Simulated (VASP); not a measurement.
# What spin-orbit coupling changes in PIr2, part 4 of 4

Aim: run bands, DOS and a relaxation of PIr2 twice, without and with spin-orbit coupling. All runs use LDA. Left out of this account: 1 further run (fields: a reference on another mesh). The start is a cell from a database of measured crystal structures.

VASP 6.6.1, plane waves and PAW; the level of theory is named at each step.

Still holding for the runs below: This run has no spin polarisation. Its electron count is odd, so without a moment it is a metal by construction.

So far. Step 5 (Total and projected DOS (LDA + SOC)): The DOS at the Fermi level goes from 0.999 to 1.12 states/eV/cell, a number that is sensitive to the mesh. The run took 3.4 times the core time, with 34 spinor bands against 24. Of the states within 0.3 eV of the Fermi level, the largest shares in the PAW spheres are Ir d 75 % and Ir p 10 %. The rest lies in smaller channels or between the spheres. The relaxed cell has a = 5.518 Å (conventional setting).

## Step 7: Full relaxation (LDA + SOC)

This step: LDA, spin-orbit coupling; plane waves and PAW (P, Ir) (VASP 6.6.1).

The same relaxation with spinors and spin-orbit coupling.

The input, INCAR:

```
SYSTEM = PIr2
PREC = Accurate
ENCUT = 400
EDIFF = 1E-06
NELM = 100
ISMEAR = -1
SIGMA = 0.05
LREAL = .FALSE.
ALGO = Normal
GGA = CA
LNONCOLLINEAR = .TRUE.
MAGMOM = 0 0 0 0 0 0 0 0 0
NBANDS = 34
GGA_COMPAT = .FALSE.
LASPH = .TRUE.
LSORBIT = .TRUE.
LMAXMIX = 4
LORBIT = 11
LWAVE = .FALSE.
LCHARG = .FALSE.
KPAR = 4
IBRION = 2
NSW = 60
ISIF = 3
EDIFFG = -0.01
```

The input, POSCAR:

```
PIr2
1.0
    0.0000000000      2.7675000000      2.7675000000
    2.7675000000      0.0000000000      2.7675000000
    2.7675000000      2.7675000000      0.0000000000
P Ir
1 2
Direct
    0.0000000000      0.0000000000      0.0000000000
    0.2500000000      0.2500000000      0.2500000000
    0.7500000000      0.7500000000      0.7500000000
```

The input, KPOINTS:

```
Automatic mesh
0
Gamma
8 8 8
0 0 0
```

The projector-augmented-wave data sets are P and Ir (LDA family, release 64).

Run with:

```bash
mpirun -np 4 vasp_ncl
```

Output:

```text
[... set-up lines as in an earlier step ...]
 entering main loop
       N       E                     dE             d eps       ncg     rms          rms(c)
[... 13 cycles as in an earlier step ...]
   1 F= -.28717317E+02 E0= -.28712996E+02  d E =-.287173E+02  mag=    -0.0000    -0.0000    -0.0000
 curvature:   0.00 expect dE= 0.000E+00 dE for cont linesearch  0.000E+00
 trial: gam= 0.00000 g(F)=  0.497E-49 g(S)=  0.217E-01 ort = 0.000E+00 (trialstep = 0.100E+01)
 search vector abs. value=  0.217E-01
 bond charge predicted
       N       E                     dE             d eps       ncg     rms          rms(c)
DAV:   1    -0.288301875666E+02   -0.11287E+00   -0.40153E+00  2078   0.267E+01    0.416E+00
DAV:   2    -0.287056718615E+02    0.12452E+00   -0.30508E-01  2256   0.760E+00    0.217E+00
DAV:   3    -0.286978885472E+02    0.77833E-02   -0.18929E-02  2522   0.121E+00    0.111E+00
DAV:   4    -0.286959917611E+02    0.18968E-02   -0.20679E-03  2186   0.286E-01    0.295E-01
DAV:   5    -0.286955653181E+02    0.42644E-03   -0.12518E-03  2270   0.219E-01    0.109E-01
DAV:   6    -0.286955857507E+02   -0.20433E-04   -0.10624E-04  2474   0.919E-02    0.516E-02
DAV:   7    -0.286955902175E+02   -0.44669E-05   -0.44488E-05  2398   0.745E-02    0.174E-02
DAV:   8    -0.286955899404E+02    0.27712E-06   -0.37466E-06  2504   0.237E-02
   2 F= -.28695590E+02 E0= -.28691444E+02  d E =0.217274E-01  mag=     0.0000    -0.0000     0.0000
 trial-energy change:    0.021727  1 .order    0.022159   -0.021667    0.065984
 step:   0.2528(harm=  0.2472)  dis= 0.00000  next Energy=   -28.720063 (dE=-0.275E-02)
 bond charge predicted
       N       E                     dE             d eps       ncg     rms          rms(c)
DAV:   1    -0.287962452282E+02   -0.10066E+00   -0.22339E+00  2066   0.199E+01    0.278E+00
DAV:   2    -0.287255449148E+02    0.70700E-01   -0.18318E-01  2280   0.595E+00    0.189E+00
DAV:   3    -0.287216153555E+02    0.39296E-02   -0.99180E-03  2364   0.828E-01    0.895E-01
DAV:   4    -0.287203340058E+02    0.12813E-02   -0.14903E-03  2120   0.236E-01    0.316E-01
DAV:   5    -0.287200941427E+02    0.23986E-03   -0.82295E-04  2406   0.190E-01    0.947E-02
DAV:   6    -0.287201021372E+02   -0.79946E-05   -0.66929E-05  2290   0.645E-02    0.389E-02
DAV:   7    -0.287201053107E+02   -0.31735E-05   -0.17170E-05  2414   0.509E-02    0.161E-02
DAV:   8    -0.287201059111E+02   -0.60039E-06   -0.11276E-06  1852   0.973E-03
   3 F= -.28720106E+02 E0= -.28715831E+02  d E =-.278859E-02  mag=     0.0000    -0.0000    -0.0000
 curvature:  -0.12 expect dE=-0.457E-07 dE for cont linesearch -0.457E-07
 trial: gam=-0.00411 g(F)=  0.155E-50 g(S)=  0.370E-06 ort = 0.895E-04 (trialstep = 0.851E+00)
 search vector abs. value=  0.106E-09
 reached required accuracy - stopping structural energy minimisation
```

Run time: 52 s. Hardware: 4 MPI ranks of Intel Xeon Platinum 8375C at 2.90GHz (Ice Lake), shared host; peak memory 0.96 GiB.

From OUTCAR (step 7):

```text
   NELECT =      23.0000    total number of electrons

 E-fermi :  10.0113

 k-point     1 :       0.0000    0.0000    0.0000
  band No.  band energies     occupation
    ...
     14       9.2151      1.00000
     15       9.2151      1.00000
     16       9.2151      1.00000
     17       9.9107      0.88225
     18       9.9107      0.88225
     19      10.4334      0.00022
     20      10.4334      0.00022
     21      11.5377      0.00000
     22      11.5377      0.00000
     23      11.5377      0.00000
    ...

  Total       -0.0027683     -0.0027683     -0.0027683     -0.0000000      0.0000000     -0.0000000
  in kB       -0.1054848     -0.1054848     -0.1054848     -0.0000000      0.0000000     -0.0000000
  external PRESSURE =      -0.1054848 kB  Pullay stress =       0.0000000 kB

 POSITION                                       TOTAL-FORCE (eV/Angst)
 -----------------------------------------------------------------------------------
      0.00000      0.00000      0.00000         0.000000      0.000000      0.000000
      1.37998      1.37998      1.37998        -0.000000     -0.000000     -0.000000
      4.13994      4.13994      4.13994         0.000000      0.000000      0.000000
 -----------------------------------------------------------------------------------
    total drift:                                0.000000      0.000000     -0.000000

  FREE ENERGIE OF THE ION-ELECTRON SYSTEM (eV)
  ---------------------------------------------------
  free  energy   TOTEN  =       -28.7201059111 eV

  energy  without entropy=      -28.7115551600  energy(sigma->0) =      -28.71583054

 Spin-Orbit-Coupling matrix elements
 Ion:    1  E_soc:     -0.0021917
 Ion:    2  E_soc:     -0.6949452
 Ion:    3  E_soc:     -0.6949452

 magnetization (x)
# of ion       s       p       d       tot
------------------------------------------
    1       -0.000  -0.000   0.000  -0.000
    2        0.000  -0.000   0.000   0.000
    3        0.000   0.000   0.000   0.000
--------------------------------------------------
tot          0.000  -0.000   0.000   0.000

 magnetization (y)
# of ion       s       p       d       tot
------------------------------------------
    1       -0.000  -0.000   0.000  -0.000
    2        0.000   0.000   0.000   0.000
    3        0.000   0.000   0.000   0.000
--------------------------------------------------
tot         -0.000   0.000   0.000   0.000

[... 9 parts as in an earlier step ...]

[... 10 further parts left out ...]
```

Step by step:

| step | energy less that of the first step (eV) | largest force (eV/Å) | pressure (GPa) | volume (Å³) |
| --- | --- | --- | --- | --- |
| 1 | 0.0000 | 0.0000 | -2.53 | 42.39 |
| 2 | 0.0217 | 0.0000 | 7.97 | 41.04 |
| 3 | -0.0028 | 0.0000 | -0.01 | 42.05 |

| conventional cell, symmetrised | before | after | change |
| --- | --- | --- | --- |
| a (Å) | 5.535 | 5.520 | -0.3 % |
| b (Å) | 5.535 | 5.520 | -0.3 % |
| c (Å) | 5.535 | 5.520 | -0.3 % |
| volume (Å³/atom) | 14.13 | 14.02 | -0.8 % |

The relaxed structure:

```xyz
3
Lattice="0.0000 2.7600 2.7600 2.7600 0.0000 2.7600 2.7600 2.7600 0.0000" Properties=species:S:1:pos:R:3 pbc="T T T"
P     0.0000    0.0000    0.0000
Ir    1.3800    1.3800    1.3800
Ir    4.1399    4.1399    4.1399
```

Numbers from this step:

```yaml
bands: 34
free_energy_toten: -28.72 eV
energy_at_zero_smearing: -28.72 eV
fermi_energy: 10.01 eV
pressure: -0.01055 GPa
```

On-site spin-orbit energy by atom:

| atom | on-site spin-orbit energy (eV) |
| --- | --- |
| P1 | -0.002 |
| Ir2 | -0.695 |
| Ir3 | -0.695 |

The cell ends at 14.02 Å³/atom, +0.1 % from the run without the coupling. The run took 4.1 times the core time, with 34 spinor bands against 17.

The cell shrank by 0.8 % in volume.

## Step 8: Side by side

| quantity | without | with spin-orbit coupling |
| --- | --- | --- |
| gap (eV) | none | none |
| core minutes, bands | 1.8 | 7.9 |
| DOS at the Fermi level (states/eV/cell) | 0.999 | 1.12 |
| core minutes, DOS | 0.47 | 1.6 |
| relaxed volume (Å³/atom) | 14.00 | 14.02 |
| core minutes, relaxation | 0.84 | 3.5 |

## Step 9: What came out

```
gap (eV), without → with                                : none → none
DOS at the Fermi level (states/eV/cell), without → with : 0.999 → 1.12
relaxed volume (Å³/atom), without → with                : 14.00 → 14.02
```

**Reading.** PIr2 has no gap with or without spin-orbit coupling. The relaxed volume moves by +0.1 %. The spinor runs cost 3.4 to 4.4 times as much, on a shared host. With an odd electron count and no spin the cell is a metal by construction.

[Lines on the potential files, build, host, timing and source positions are cut from VASP's logs without a mark.]

[Logs are printed without paths, hosts, clocks, repeated set-up lines and the standing remarks that a program may print on its own settings, such as how far it seeks lower states.]

[Hosts, paths, dates, database ids (printed as entryN), source tags and the programs' standing remarks are cut or masked in the printed files.]

[A measured line is paired with the nearest computed mode of its activity, which favours agreement.]
